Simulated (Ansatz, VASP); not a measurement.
# Cross-check of Al34Ga20O81 (amorphous 37Ga2O3-63Al2O3 (mol %)) between VASP and Ansatz

Wanted: the spread between two codes on one cell, functional and k mesh. Of the first pair: The structure shown is the start of the Ansatz relaxation below; VASP solves that cell, so the two are compared at the walk's first step.

Calculated with Ansatz 0.2.0; plane waves, with VASP 6.6.1 beside it; PBE.

## Step 1: Starting point

The cell holds 135 atoms: 20 Ga, 34 Al and 81 O. Its edges and angles: a = 11.122 Å, b = 11.522 Å, c = 11.126 Å, α = 90.5°, β = 90.8°, γ = 91.3°. As first built, before any earlier steps moved the atoms or strained the cell (in the runner's words): 135 atoms (20 Fe, 34 Al, 81 O) placed at random at 3.55 g/cm^3, melted at 5000 K for 10 ps at fixed volume with the Morse and Coulomb pair potential with partial charges (Pedone, Malavasi, Menziani, Cormack and Segre, J. Phys. Chem. B 110, 11780 (2006)). Quenched from 5000 K to 300 K at 50 K/ps and fixed volume, held 10 ps at zero pressure, then minimised at fixed cell. Then Fe was replaced by Ga and the cell scaled by 1.006 (the potential has no terms for the new elements, so the cell is a start for a DFT relaxation).

## Step 2: Ansatz: relaxation, PBE

Ansatz runs on its PAW soft_1 files.

The two programs are compared at the cell with which this relaxation starts, whose forces are those of its first step.

input.yaml

```yaml
crystal:
  lattice:
    - [11.12095, -0.12465, -0.07355]
    - [-0.1234, 11.52125, -0.05251]
    - [-0.07281, -0.05251, 11.12545]
  atoms:
    - { symbol: Ga, position: [0.68021, 0.83479, 0.45354] }
    - { symbol: Ga, position: [0.24809, 0.6375, 0.34681] }
    - { symbol: Ga, position: [0.31527, 0.20717, 0.38412] }
    - { symbol: Ga, position: [0.58083, 0.62081, 0.82268] }
    - { symbol: Ga, position: [0.09809, 0.40494, 0.69892] }
    - { symbol: Ga, position: [0.85645, 0.40468, 0.84763] }
    - { symbol: Ga, position: [0.2269, 0.77227, 0.12696] }
    - { symbol: Ga, position: [0.52546, 0.90638, 0.7697] }
    - { symbol: Ga, position: [0.75709, 0.52153, 0.3295] }
    - { symbol: Ga, position: [0.45425, 0.58634, 0.08491] }
    - { symbol: Ga, position: [0.14676, 0.46605, 0.16148] }
    - { symbol: Ga, position: [0.38379, 0.78069, 0.52649] }
    - { symbol: Ga, position: [0.38516, 0.5205, 0.64455] }
    - { symbol: Ga, position: [0.86305, 0.13241, 0.00267] }
    - { symbol: Ga, position: [0.43239, 0.88264, 0.01186] }
    - { symbol: Ga, position: [0.95927, 0.64895, 0.20592] }
    - { symbol: Ga, position: [0.87665, 0.70784, 0.74051] }
    - { symbol: Ga, position: [0.717, 0.93335, 0.95465] }
    - { symbol: Ga, position: [0.31967, 0.43165, 0.88811] }
    - { symbol: Ga, position: [0.32256, 0.20976, 0.13409] }
    - { symbol: Al, position: [0.9514, 0.82486, 0.00706] }
    - { symbol: Al, position: [0.14639, 0.88535, 0.47726] }
    - { symbol: Al, position: [0.84852, 0.38458, 0.13395] }
    - { symbol: Al, position: [0.07928, 0.58583, 0.91792] }
    - { symbol: Al, position: [0.3276, 0.72007, 0.84415] }
    - { symbol: Al, position: [0.43468, 0.29764, 0.59564] }
    - { symbol: Al, position: [0.17788, 0.99908, 0.01805] }
    - { symbol: Al, position: [0.73511, 0.01898, 0.6543] }
    - { symbol: Al, position: [0.01221, 0.94968, 0.23951] }
    - { symbol: Al, position: [0.67558, 0.60225, 0.55649] }
[... 99 atom lines left out ...]
    - { symbol: O, position: [0.95875, 0.66227, 0.99431] }
    - { symbol: O, position: [0.3054, 0.88084, 0.8668] }
    - { symbol: O, position: [0.80311, 0.36631, 0.28658] }
    - { symbol: O, position: [0.20045, 0.26844, 0.49056] }
    - { symbol: O, position: [0.90301, 0.62149, 0.36845] }
    - { symbol: O, position: [0.59203, 0.2902, 0.61014] }
kpoints:
  mp_grid: { grid: [1, 1, 1] }
hamiltonian:
  xc: pbe
  pseudopotentials: { kind: paw, azcp: { folder: soft_1 } }
scf:
  occupations: { method: fixed }
output:
  forces: true
  eigenvalues: true
  stress: true
relax:
  f_tol: 0.05
  max_steps: 70
```

Run with:

```sh
$ ansatz run input.yaml --threads 4 --pin off --max-ram 8192MiB --backend cpu --events-out ev --progress --plain --runs-dir out
```

Numbers of over 12 decimals in the logs are rounded to 6 here.

The program printed:

```text
Warning: output.stress: scf.convergence.dr2_threshold = 1e-7 eV (the SCF's general default) is looser than the 1.08e-8 eV advised for a printed stress (1e-10 eV for each atom of the cell: 135, of which 108 are counted). What an SCF threshold leaves in a stress goes as its square root, and in the free energy as the threshold itself, and one threshold admits the most on a small cell: [figures from the program's tests c [...]
Engine: ansatz 0.2.0, aarch64-unknown-linux-gnu
Pseudopotentials: kind: paw
Pseudopotential: Ga, paw, valence charge 13, recommended cutoff 420 eV (normal), soft_1/Ga.paw.azcp
Pseudopotential: Al, paw, valence charge 3, recommended cutoff 420 eV (normal), soft_1/Al.paw.azcp
Pseudopotential: O, paw, valence charge 6, recommended cutoff 420 eV (normal), soft_1/O.paw.azcp
Functional definition: PBE
  parameter kappa = 0.804
  parameter beta = 0.066725
  exchange = pbe_x(kappa = kappa, mu = beta*pi^2/3)
  correlation = pbe_c(beta = beta)
Crystal: 135 atoms, lattice volume = 1425.209 Å³
Basis set: ecut = 420 eV, 27859 PW (Γ), exchange–correlation on 150×160×150 points (8 copies of the dense FFT grid, shifted against one another)
Bands: 559, of which v1, the nominal top of the filled ones, is band 424 counted from 1 (423 counted from 0)
Symmetry: 1 space group operations
Space group: P1 (ITA 1), of the structure as read, at distance tolerance 1.1e-4 Å
k-points: 1
Non-local potential: Ga, projectors of the file, l = 0: 2, l = 1: 2, l = 2: 3, l = 3: 1
Non-local potential: Al, projectors of the file, l = 0: 2, l = 1: 2, l = 2: 1
Non-local potential: O, projectors of the file, l = 0: 2, l = 1: 2, l = 2: 1
PAW form: soft (Blöchl's): semilocal exchange-correlation on the pseudo side does not see the compensation charge
PAW one-centre angular grid: Ga, 590 points (default); XC on 64 Gauss nodes
PAW one-centre angular grid: Al, 110 points (default); XC on 64 Gauss nodes
PAW one-centre angular grid: O, 110 points (default); XC on 64 Gauss nodes
Initial density: superposition of atomic densities (chi_scale 0.1, normalization cell, long waves 24 % of neutral atoms (reshape's long-wave potential 1.24 eV rms, cloud 1.88 Å wide))
Initial wavefunctions: pseudopotential atomic-orbital guess
Functional: x = pbe(κ = 0.804, μ = 0.219515), c = pbe(β = 0.066725)
SCF iter   1: F=—  HF=-140079.908065 eV  |F-HF|=—  |Δ(HF+E_count)|=         —  Δρ=1.26e-1  dr2=1.79e2  ethr=3.10e-3  ⟨swp⟩=4.0  Hψ=1752  notcnv=0  defer=131
preconditioner: auto → Resta (q_TF=auto, 2.502 Å⁻¹)  ε∞=3.5  [insulator: Δε(μ)=1.981 eV  Ē_g=18.231 eV  n_scr=380 (ndim 8)  ℏωp=28.6 eV  f_vac=0.002  ε∞_Penn≈3.5]
SCF iter   2: F=—  HF=-140030.780820 eV  |F-HF|=—  |Δ(HF+E_count)|=    4.91e1  Δρ=5.01e-2  dr2=2.49e1  ethr=3.10e-3  ⟨swp⟩=2.0  Hψ=1071  notcnv=0  defer=131
SCF iter   3: F=—  HF=-140022.885996 eV  |F-HF|=—  |Δ(HF+E_count)|=    7.89e0  Δρ=1.90e-2  dr2=4.95e0  ethr=2.94e-3  ⟨swp⟩=4.0  Hψ=779  notcnv=0  defer=132
SCF iter   4: F=—  HF=-140021.960902 eV  |F-HF|=—  |Δ(HF+E_count)|=   9.25e-1  Δρ=5.01e-3  dr2=2.36e-1  ethr=5.84e-4  ⟨swp⟩=2.0  Hψ=992  notcnv=0  defer=133
SCF iter   5: F=—  HF=-140022.145747 eV  |F-HF|=—  |Δ(HF+E_count)|=   1.85e-1  Δρ=4.19e-3  dr2=1.86e-1  ethr=2.78e-5  ⟨swp⟩=3.0  Hψ=857  notcnv=0  defer=133
SCF iter   6: F=—  HF=-140022.117061 eV  |F-HF|=—  |Δ(HF+E_count)|=   2.87e-2  Δρ=5.62e-4  dr2=4.64e-3  ethr=2.20e-5  ⟨swp⟩=2.0  Hψ=848  notcnv=0  defer=133
SCF iter   7: F=—  HF=-140022.119610 eV  |F-HF|=—  |Δ(HF+E_count)|=   2.55e-3  Δρ=4.30e-4  dr2=2.22e-3  ethr=5.47e-7  ⟨swp⟩=2.0  Hψ=967  notcnv=0  defer=133
SCF iter   8: F=—  HF=-140022.120080 eV  |F-HF|=—  |Δ(HF+E_count)|=   4.70e-4  Δρ=1.26e-4  dr2=2.42e-4  ethr=2.61e-7  ⟨swp⟩=2.0  Hψ=836  notcnv=0  defer=133
SCF iter   9: F=—  HF=-140022.120248 eV  |F-HF|=—  |Δ(HF+E_count)|=   1.68e-4  Δρ=7.32e-5  dr2=6.43e-5  ethr=2.85e-8  ⟨swp⟩=2.0  Hψ=853  notcnv=0  defer=133
[...]
- { symbol: Al, position: [0.012139, 0.949567, 0.236985] }
    - { symbol: Al, position: [0.674064, 0.602151, 0.555230] }
    - { symbol: Al, position: [0.507751, 0.636649, 0.318764] }
    - { symbol: Al, position: [0.932951, 0.990833, 0.481753] }
    - { symbol: Al, position: [0.612114, 0.243974, 0.209773] }
    - { symbol: Al, position: [0.643017, 0.210448, 0.481982] }
    - { symbol: Al, position: [0.856495, 0.199167, 0.315312] }
    - { symbol: Al, position: [0.166385, 0.672718, 0.652918] }
    - { symbol: Al, position: [0.100192, 0.368313, 0.416294] }
    - { symbol: Al, position: [0.784776, 0.615149, 0.995684] }
    - { symbol: Al, position: [0.899665, 0.192522, 0.734684] }
    - { symbol: Al, position: [0.548780, 0.131615, 0.973966] }
    - { symbol: Al, position: [0.935579, 0.702913, 0.499148] }
    - { symbol: Al, position: [0.463939, 0.410237, 0.342499] }
    - { symbol: Al, position: [0.149917, 0.157708, 0.590413] }
    - { symbol: Al, position: [0.276296, 0.963022, 0.735447] }
    - { symbol: Al, position: [0.314201, 0.943758, 0.289127] }
    - { symbol: Al, position: [0.590069, 0.392177, 0.968657] }
    - { symbol: Al, position: [0.612330, 0.990684, 0.245238] }
    - { symbol: Al, position: [0.063757, 0.204010, 0.186668] }
    - { symbol: Al, position: [0.184789, 0.179987, 0.847673] }
    - { symbol: Al, position: [0.467871, 0.00697063, 0.508911] }
    - { symbol: Al, position: [0.023071, 0.946131, 0.761548] }
    - { symbol: Al, position: [0.691327, 0.770757, 0.163835] }
    - { symbol: Al, position: [0.644024, 0.271966, 0.757513] }
    - { symbol: Al, position: [0.852820, 0.370456, 0.538445] }
    - { symbol: O, position: [0.904588, 0.228302, 0.137475] }
    - { symbol: O, position: [0.00150582, 0.486396, 0.812335] }
    - { symbol: O, position: [0.640837, 0.676771, 0.418056] }
    - { symbol: O, position: [0.752625, 0.481326, 0.504219] }
    - { symbol: O, position: [0.843041, 0.335098, 0.690416] }
    - { symbol: O, position: [0.070790, 0.059078, 0.130141] }
    - { symbol: O, position: [0.313510, 0.924047, 0.470391] }
    - { symbol: O, position: [0.327628, 0.725112, 0.672067] }
    - { symbol: O, position: [0.404111, 0.160190, 0.514988] }
    - { symbol: O, position: [0.098357, 0.040407, 0.870856] }
    - { symbol: O, position: [0.433105, 0.420927, 0.015338] }
    - { symbol: O, position: [0.362903, 0.313238, 0.267751] }
    - { symbol: O, position: [0.326472, 0.779966, 0.270920] }
    - { symbol: O, position: [0.568754, 0.279604, 0.359662] }
    - { symbol: O, position: [0.942843, 0.830059, 0.828366] }
    - { symbol: O, position: [0.178034, 0.722616, 0.487141] }
    - { symbol: O, position: [0.087339, 0.042422, 0.507550] }
    - { symbol: O, position: [0.144284, 0.891265, 0.668669] }
    - { symbol: O, position: [0.833055, 0.464907, 0.999263] }
    - { symbol: O, position: [0.756983, 0.780163, 0.012446] }
    - { symbol: O, position: [0.537375, 0.856398, 0.533598] }
    - { symbol: O, position: [0.391533, 0.571023, 0.826972] }
    - { symbol: O, position: [0.918560, 0.045380, 0.328945] }
    - { symbol: O, position: [0.606606, 0.563155, 0.983384] }
[...]
- { symbol: O, position: [0.267377, 0.137057, 0.983847] }
    - { symbol: O, position: [0.703083, 0.125523, 0.259525] }
    - { symbol: O, position: [0.958472, 0.661784, 0.994618] }
    - { symbol: O, position: [0.304434, 0.881937, 0.868049] }
    - { symbol: O, position: [0.803152, 0.365686, 0.287111] }
    - { symbol: O, position: [0.201325, 0.269327, 0.491544] }
    - { symbol: O, position: [0.903955, 0.620641, 0.368666] }
    - { symbol: O, position: [0.591543, 0.290249, 0.609757] }
```

## Step 3: VASP: single point, PBE, start cell, pair 1

The same cell, functional and mesh now go to VASP, with its own data sets.

Lines of VASP's logs that name or quote its potential files are left out, and so is its time.

INCAR

```
SYSTEM = Al34Ga20O81
PREC = Accurate
ENCUT = 520
EDIFF = 1E-06
NELM = 120
ISMEAR = 0
SIGMA = 0.01
LREAL = Auto
ALGO = Normal
GGA = PE
NBANDS = 518
LORBIT = 11
LWAVE = .FALSE.
LCHARG = .FALSE.
ISIF = 2
LASPH = .TRUE.
GGA_COMPAT = .FALSE.
EFERMI = MIDGAP
```

POSCAR

```
Al34Ga20O81
1.0
   11.1209500000     -0.1246500000     -0.0735500000
   -0.1234000000     11.5212500000     -0.0525100000
   -0.0728100000     -0.0525100000     11.1254500000
Ga Al O
20 34 81
Direct
    0.6802058534      0.8347881674      0.4535424515
    0.2480920412      0.6375033690      0.3468104635
    0.3152727427      0.2071709836      0.3841163152
    0.5808323413      0.6208093599      0.8226830302
    0.0980903566      0.4049410568      0.6989180663
    0.8564514538      0.4046840070      0.8476279127
    0.2268998721      0.7722729321      0.1269558119
    0.5254577054      0.9063786627      0.7696984264
    0.7570889063      0.5215296375      0.3295030233
    0.4542540901      0.5863410283      0.0849133433
    0.1467561721      0.4660494830      0.1614825625
    0.3837864883      0.7806865484      0.5264884878
    0.3851612990      0.5205038904      0.6445456384
    0.8630498170      0.1324091987      0.0026722623
    0.4323894414      0.8826403490      0.0118601664
    0.9592681382      0.6489474256      0.2059179989
    0.8766484683      0.7078362674      0.7405135053
    0.7169966732      0.9333538002      0.9546531164
    0.3196695392      0.4316529238      0.8881059004
    0.3225576163      0.2097557122      0.1340924084
    0.9514027606      0.8248639063      0.0070639189
    0.1463904907      0.8853473896      0.4772621882
    0.8485165343      0.3845764591      0.1339543570
    0.0792760669      0.5858289537      0.9179217589
    0.3275995697      0.7200660866      0.8441461351
    0.4346838450      0.2976378928      0.5956433189
    0.1778805383      0.9990774228      0.0180527232
    0.7351064213      0.0189812931      0.6542983686
    0.0122138199      0.9496798670      0.2395108527
    0.6755839505      0.6022465343      0.5564910332
[... 99 atom lines left out ...]
    0.9587508778      0.6622736015      0.9943141279
    0.3053972240      0.8808404742      0.8667977384
    0.8031120038      0.3663106084      0.2865775189
    0.2004543879      0.2684384182      0.4905634488
    0.9030090237      0.6214870160      0.3684480715
    0.5920298745      0.2901972421      0.6101399992
```

KPOINTS

```
Automatic mesh
0
Gamma
1 1 1
0 0 0
```

PAW data sets: Ga_d, Al and O (PBE family, release 64).

Run with:

```sh
$ export OMP_NUM_THREADS=3
$ mpirun -np 1 vasp_gam
```

The program printed:

```text
[banner, memory and clock lines left out]
running    1 mpi-ranks, on    1 nodes
[...]
Offloading initialized ...    1 GPUs detected
[...]
LDA part: xc-table for (Slater+PW92), standard interpolation
 POSCAR, INCAR and KPOINTS ok, starting setup
[...]
entering main loop
       N       E                     dE             d eps       ncg     rms          rms(c)
DAV:   1     0.219375789071E+05    0.21938E+05   -0.31875E+05  1044   0.260E+03
DAV:   2     0.500946478585E+04   -0.16928E+05   -0.15921E+05  1036   0.804E+02
DAV:   3    -0.353501555235E+03   -0.53630E+04   -0.49856E+04  1452   0.341E+02
DAV:   4    -0.101742320230E+04   -0.66392E+03   -0.65378E+03  1464   0.131E+02
[...]
DAV:  18    -0.913394247225E+03   -0.33386E-05   -0.45227E-05  1248   0.238E-02    0.437E-03
DAV:  19    -0.913394248029E+03   -0.80366E-06   -0.14338E-05   904   0.179E-02    0.195E-03
DAV:  20    -0.913394248647E+03   -0.61808E-06   -0.83369E-06   848   0.714E-03
   1 F= -.91339425E+03 E0= -.91339425E+03  d E =0.000000E+00
```

Parts of OUTCAR (step 3):

```text
  Total       31.5517340     12.1209844     12.3884637      0.5329932      0.3708459     -0.4257712
  in kB       35.4695203     13.6260499     13.9267421      0.5991751      0.4168939     -0.4786393
  external PRESSURE =      21.0074374 kB  Pullay stress =       0.0000000 kB

 POSITION                                       TOTAL-FORCE (eV/Angst)
 -----------------------------------------------------------------------------------
      7.42850      9.50920      4.95200         0.126809     -0.072489     -0.120023
      2.65510      7.29570      3.80670        -0.056218     -0.061653     -0.014657
      3.45260      2.32740      4.23940         0.024607     -0.036501     -0.114770
[...]
9.13630      5.20050     11.03190         0.018677      0.016992      0.038992
      8.32130      8.89540      0.05670         0.041893     -0.065819     -0.067259
      5.81800      9.78070      5.83270         0.033583      0.057316      0.078466
      4.22040      6.48940      9.13340         0.049138      0.023526      0.036665
     10.18160      0.38660      3.61720        -0.012936      0.004709      0.009315
      6.60850      6.36420     10.85520         0.071518      0.020384      0.081865
      7.67160      9.93520      3.14070         0.048741     -0.045322      0.001021
      6.08260      6.63510      7.24670        -0.083275     -0.013409      0.002235
      8.59980     10.69380      5.76060        -0.072660     -0.022782      0.061337
     -0.08490      7.61460      7.06560         0.024969     -0.072788     -0.014383
[...]
-----------------------------------------------------------------------------------
    total drift:                               -0.017429      0.027647      0.040700

  FREE ENERGIE OF THE ION-ELECTRON SYSTEM (eV)
  ---------------------------------------------------
  free  energy   TOTEN  =      -913.3942486467 eV

  energy  without entropy=     -913.3942486467  energy(sigma->0) =     -913.39424865

[... 3 further parts left out ...]
[key lines of the parts left out:]
E-fermi :   5.7013
```

The run ends at a pressure of 2.10 GPa, with forces up to 0.30 eV/Å.

## Step 4: Side by side

Known differences besides the potentials themselves: fixed occupations in Ansatz, narrow Gaussian smearing in VASP; the cutoff is 420 eV in Ansatz and 520 eV in VASP (PREC = Accurate, projectors in real space). Total energies have different zeros and are not compared.

Forces on 10 of the 135 atoms, those with the largest forces and the largest differences (eV/Å; atoms numbered as in POSCAR):

```tsv
atom	Ansatz x, y, z	VASP x, y, z
Ga11	0.215, -0.055, 0.013	0.249, -0.057, 0.004
Ga13	0.093, -0.042, -0.030	0.099, 0.006, -0.078
Al26	-0.281, 0.068, -0.020	-0.278, 0.065, -0.021
Al40	-0.223, 0.089, -0.085	-0.235, 0.079, -0.080
Al52	0.193, 0.134, 0.015	0.195, 0.137, 0.026
Al54	-0.204, -0.120, 0.061	-0.221, -0.116, 0.057
O67	0.105, 0.030, 0.044	0.158, 0.050, 0.079
O112	0.139, -0.016, 0.016	0.198, -0.050, 0.027
O119	0.253, 0.018, -0.027	0.295, 0.026, -0.058
O135	0.240, -0.016, -0.003	0.243, -0.034, 0.000
```

The forces differ by 19 meV/Å r.m.s., which is 26.4 % of the r.m.s. force of 0.071 eV/Å (both taken over all components).

## Step 5: Ansatz: relaxation, PBE

This run makes the geometry at which the two programs are then compared.

The structure compared here is the end of the Ansatz relaxation.

This is the run of step 2 again, met here at its other cell.

(Continued in part 2 of 2.)

[Lines on the potential files, build, host, timing and source positions are cut from VASP's logs without a mark.]

[Logs are printed without paths, hosts, clocks, repeated set-up lines and the standing remarks that a program may print on its own settings, such as how far it seeks lower states.]

[Hosts, paths, dates, database ids (printed as entryN), source tags and the programs' standing remarks are cut or masked in the printed files.]
